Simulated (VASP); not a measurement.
VASP ran on this input.

INCAR:
```
SYSTEM = KI
PREC = Accurate
ENCUT = 520
EDIFF = 1E-6
NELM = 100
ALGO = Normal
LREAL = .FALSE.
LASPH = .TRUE.
ISMEAR = 0
SIGMA = 0.05
GGA = RE
LMAXMIX = 4
LWAVE = .FALSE.
LCHARG = .FALSE.
IBRION = 2
ISIF = 3
NSW = 60
EDIFFG = -0.01
```

### POSCAR
```
KI
1.0
  0.0000000000   3.5350000000   3.5350000000
  3.5350000000   0.0000000000   3.5350000000
  3.5350000000   3.5350000000   0.0000000000
K I
1 1
direct
  0.0000000000   0.0000000000   0.0000000000
  0.5000000000   0.5000000000   0.5000000000
```

### KPOINTS
```
Automatic mesh
0
Gamma
 6 6 6
```

POTCAR, in this order: K_sv I (PBE.64 set). Program: vasp_std.

Translate this revPBE calculation to Ansatz.

One equivalent input (not run):
Ansatz 0.2 input:
```yaml
crystal:
  lattice:
    - [0.0000000, 3.5350000, 3.5350000]
    - [3.5350000, 0.0000000, 3.5350000]
    - [3.5350000, 3.5350000, 0.0000000]
  atoms:
    - { symbol: K, position: [0.0000000, 0.0000000, 0.0000000] }
    - { symbol: I, position: [0.5000000, 0.5000000, 0.5000000] }
kpoints:
  mp_grid: { grid: [6, 6, 6] }
hamiltonian:
  xc: revpbe
  pseudopotentials: { kind: paw }
scf:
  occupations: { method: gaussian, width: 0.05 }
  max_iter: 100
relax:
  max_steps: 60
  f_tol: 0.01
  cell: {}
output: { forces: true, stress: true, eigenvalues: true }
```
What does not carry over: each code has its own PAW files, so the cut-off isn't converted (ENCUT is set for VASP's; basis.ecutwfc is left out, and Ansatz then takes the one that its files recommend); Ansatz stops its SCF on the density residual and VASP on the energy change (EDIFF).

The compound is KI in the rock salt structure. This run relaxes it. Symmetry was kept, so distortions that lower it aren't found.
